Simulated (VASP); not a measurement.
Computed with RPBE GGA, VASP's PBE PAW potentials (set 64) (plane waves; VASP).

VASP ran on this input.

### POSCAR
```
InP
1
    0.0000000000     3.0074208767     3.0074208767
    3.0074208767     0.0000000000     3.0074208767
    3.0074208767     3.0074208767     0.0000000000
In P
1 1
Direct
  0.0000000000   0.0000000000   0.0000000000
  0.2500000000   0.2500000000   0.2500000000
```

KPOINTS:
```
K-points
0
gamma
9 9 9
```

**INCAR**
```
PREC  =  Accurate
GGA  =  RP
EDIFF  =  1E-7   # SCF stop (eV)
ISMEAR  =  -5
NELM  =  100
LWAVE  =  .False.
NEDOS  =  601   # DOS grid
LREAL  =  .False.   # projection in real space or not
LMAXMIX  =  4   # l cut-off of mixed one-centre charges
LCHARG  =  .True.
ENCUT  =  520   # plane-wave cut-off (eV)
LASPH  =  .True.   # aspherical one-centre terms
SYSTEM  =  InP
ISIF  =  2   # forces and stress, cell fixed
LORBIT  =  11
ALGO  =  Normal   # blocked Davidson
```

POTCAR, in this order: In_d P (PBE.64 set). Program: vasp_std.

Output of the run:

**OUTCAR**
```
 ion  position               nearest neighbor table
   1  0.000  0.000  0.000-   2 2.60   2 2.60   2 2.60   2 2.60
   2  0.250  0.250  0.250-   1 2.60   1 2.60   1 2.60   1 2.60
  LATTYP: Found a face centered cubic cell.
 ALAT       =     6.0148417534
 Subroutine PRICEL returns:
 Original cell was already a primitive cell.
 Subroutine GETGRP returns: Found 24 space group operations
The static configuration has the point symmetry T_d .
The dynamic configuration has the point symmetry T_d .
 Subroutine INISYM returns: Found 24 space group operations
 Subroutine IBZKPT returns following result:
 Found     35 irreducible k-points:

 Following reciprocal coordinates:
            Coordinates               Weight
  0.000000  0.000000  0.000000      1.000000
  0.111111  0.000000  0.000000      8.000000
  0.222222  0.000000  0.000000      8.000000
  0.333333  0.000000  0.000000      8.000000
  0.444444  0.000000  0.000000      8.000000
  0.111111  0.111111  0.000000      6.000000
  0.222222  0.111111  0.000000     24.000000
  0.333333  0.111111  0.000000     24.000000
  0.444444  0.111111  0.000000     24.000000
 -0.444444  0.111111  0.000000     24.000000
 -0.333333  0.111111  0.000000     24.000000
 -0.222222  0.111111  0.000000     24.000000
 -0.111111  0.111111  0.000000     12.000000
  0.222222  0.222222  0.000000      6.000000
  0.333333  0.222222  0.000000     24.000000
  0.444444  0.222222  0.000000     24.000000
 -0.444444  0.222222  0.000000     24.000000
 -0.333333  0.222222  0.000000     24.000000
 -0.222222  0.222222  0.000000     12.000000
  0.333333  0.333333  0.000000      6.000000
  0.444444  0.333333  0.000000     24.000000
 -0.444444  0.333333  0.000000     24.000000
 -0.333333  0.333333  0.000000     12.000000
  0.444444  0.444444  0.000000      6.000000
...
```

**OSZICAR**
```
       N       E                     dE             d eps       ncg     rms          rms(c)
DAV:   1     0.112890020330E+03    0.11289E+03   -0.84554E+03   915   0.150E+03
DAV:   2     0.479296602206E+00   -0.11241E+03   -0.10956E+03   930   0.326E+02
DAV:   3    -0.788081813051E+01   -0.83601E+01   -0.82975E+01  1180   0.928E+01
DAV:   4    -0.810852852909E+01   -0.22771E+00   -0.22750E+00  1060   0.172E+01
DAV:   5    -0.812076451598E+01   -0.12236E-01   -0.12236E-01  1339   0.354E+00    0.540E+00
DAV:   6    -0.776115343551E+01    0.35961E+00   -0.71856E-01  1345   0.140E+01    0.344E+00
DAV:   7    -0.774728012360E+01    0.13873E-01   -0.19238E-01  1267   0.345E+00    0.133E+00
DAV:   8    -0.775245234455E+01   -0.51722E-02   -0.17727E-02  1073   0.187E+00    0.290E-01
DAV:   9    -0.775431405091E+01   -0.18617E-02   -0.33323E-03  1130   0.736E-01    0.200E-01
DAV:  10    -0.775446785571E+01   -0.15380E-03   -0.24090E-04  1131   0.144E-01    0.126E-01
DAV:  11    -0.775470537823E+01   -0.23752E-03   -0.29479E-04   980   0.105E-01    0.232E-02
DAV:  12    -0.775474313295E+01   -0.37755E-04   -0.86397E-05  1120   0.112E-01    0.238E-02
DAV:  13    -0.775474543873E+01   -0.23058E-05   -0.56890E-06  1045   0.200E-02    0.168E-02
DAV:  14    -0.775474698584E+01   -0.15471E-05   -0.32023E-06  1045   0.138E-02    0.386E-03
DAV:  15    -0.775474701139E+01   -0.25554E-07   -0.87090E-08   849   0.240E-03
   1 F= -.77547470E+01 E0= -.77547470E+01  d E =0.000000E+00
```

**OUTCAR**
```
------------------------ aborting loop because EDIFF is reached ----------------------------------------
  FORCE on cell =-STRESS in cart. coord.  units (eV):
  Direction    XX          YY          ZZ          XY          YZ          ZX
  --------------------------------------------------------------------------------------
  Total        0.0073096      0.0073096      0.0073096      0.0000000      0.0000000      0.0000000
  in kB        0.2152743      0.2152743      0.2152743      0.0000000      0.0000000      0.0000000
  external PRESSURE =       0.2152743 kB  Pullay stress =       0.0000000 kB
  volume of cell :       54.40
      direct lattice vectors                 reciprocal lattice vectors
     0.000000000  3.007420877  3.007420877    -0.166255413  0.166255413  0.166255413
     3.007420877  0.000000000  3.007420877     0.166255413 -0.166255413  0.166255413
     3.007420877  3.007420877  0.000000000     0.166255413  0.166255413 -0.166255413
  FREE ENERGIE OF THE ION-ELECTRON SYSTEM (eV)
  ---------------------------------------------------
  free  energy   TOTEN  =        -7.7547470114 eV

  energy  without entropy=       -7.7547470114  energy(sigma->0) =       -7.75474701

 total charge

# of ion       s       p       d       tot
------------------------------------------
    1        0.820   0.684   9.890  11.394
    2        1.036   1.464   0.000   2.500
--------------------------------------------------
tot          1.856   2.149   9.890  13.894
```
(Selected blocks of OUTCAR.)

The compound is InP in the zinc blende structure. It was relaxed first, which changed the volume by +8 %.
